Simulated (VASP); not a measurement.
VASP runs on ZrO2 (space group P4_2/nmc) share one base input (PBE GGA, plane waves, VASP's PBE PAW potentials (set 64)) and change the settings named in each case.

**INCAR**
```
SYSTEM = ZrO2
PREC = Accurate
ENCUT = 400
EDIFF = 1E-6
NELM = 100
ALGO = Normal
LREAL = .FALSE.
LASPH = .TRUE.
ISMEAR = -1
SIGMA = 0.01
GGA = PE
LMAXMIX = 4
LWAVE = .FALSE.
LCHARG = .FALSE.
ISIF = 2
```

### KPOINTS
```
kpoints
0
Gamma
 9 9 7
```

POSCAR:
```
ZrO2
10.3228260
  0.3445033366   0.0000000000   0.0000000000
  0.0000000000   0.3445033366   0.0000000000
  0.0000000000   0.0000000000   0.5000000000
Zr O
2 4
Direct
  0.0000000000   0.0000000000   0.0000000000
  0.5000000000   0.5000000000   0.5000000000
  0.0000000000   0.5000000000   0.3017700000
  0.0000000000   0.5000000000   0.8017700000
  0.5000000000   0.0000000000   0.1982300000
  0.5000000000   0.0000000000   0.6982300000
```

POTCAR, in this order: Zr_sv O (PBE.64 set). Program: vasp_std.

```json
[
 {"change": "base run", "E(σ→0) (eV/atom)": "-9.5430", "pressure (GPa)": "7.80", "largest force (eV/Å)": "0.200"},
 {"change": "LDAU = .TRUE., LDAUJ = 0 0, LDAUL = 2 -1, LDAUTYPE = 2, LDAUU = 1.0 0", "E(σ→0) (eV/atom)": "-9.3415", "pressure (GPa)": "10.39", "largest force (eV/Å)": "0.342"},
 {"change": "LDAU = .TRUE., LDAUJ = 0 0, LDAUL = 2 -1, LDAUTYPE = 2, LDAUU = 2.0 0", "E(σ→0) (eV/atom)": "-9.1454", "pressure (GPa)": "13.00", "largest force (eV/Å)": "0.483"},
 {"change": "LDAU = .TRUE., LDAUJ = 0 0, LDAUL = 2 -1, LDAUTYPE = 2, LDAUU = 3.0 0", "E(σ→0) (eV/atom)": "-8.9549", "pressure (GPa)": "15.64", "largest force (eV/Å)": "0.623"},
 {"change": "LDAU = .TRUE., LDAUJ = 0 0, LDAUL = 2 -1, LDAUTYPE = 2, LDAUU = 4.0 0", "E(σ→0) (eV/atom)": "-8.7697", "pressure (GPa)": "18.30", "largest force (eV/Å)": "0.762"},
 {"change": "LDAU = .TRUE., LDAUJ = 0 0, LDAUL = 2 -1, LDAUTYPE = 2, LDAUU = 5.0 0", "E(σ→0) (eV/atom)": "-8.5899", "pressure (GPa)": "21.02", "largest force (eV/Å)": "0.900"},
 {"change": "LDAU = .TRUE., LDAUJ = 0 0, LDAUL = 2 -1, LDAUTYPE = 2, LDAUU = 6.0 0", "E(σ→0) (eV/atom)": "-8.4154", "pressure (GPa)": "23.73", "largest force (eV/Å)": "1.037"},
 {"change": "LDAU = .TRUE., LDAUJ = 0 0, LDAUL = 2 -1, LDAUTYPE = 2, LDAUU = 7.0 0", "E(σ→0) (eV/atom)": "-8.2462", "pressure (GPa)": "26.45", "largest force (eV/Å)": "1.171"},
 {"change": "LDAU = .TRUE., LDAUJ = 0 0, LDAUL = 2 -1, LDAUTYPE = 2, LDAUU = 8.0 0", "E(σ→0) (eV/atom)": "-8.0823", "pressure (GPa)": "29.18", "largest force (eV/Å)": "1.305"}
]
```
 Energies of different potentials or functionals have different zeros.  At 400 eV the pressure can carry a Pulay error.

Left out are runs that ran out of time, are held back, or changed the cell or the kind of run, fixed moments of cells without a moment, rows past the twelfth, gaps on odd meshes, pressures of charged cells and columns that move by less than the noise.

The structure comes from a computed database's ZrO2 entry; how it stands against other phases isn't given here. The cell was not relaxed at this level, forces remain on its atoms, its lattice was scaled by up to 2.5 %.
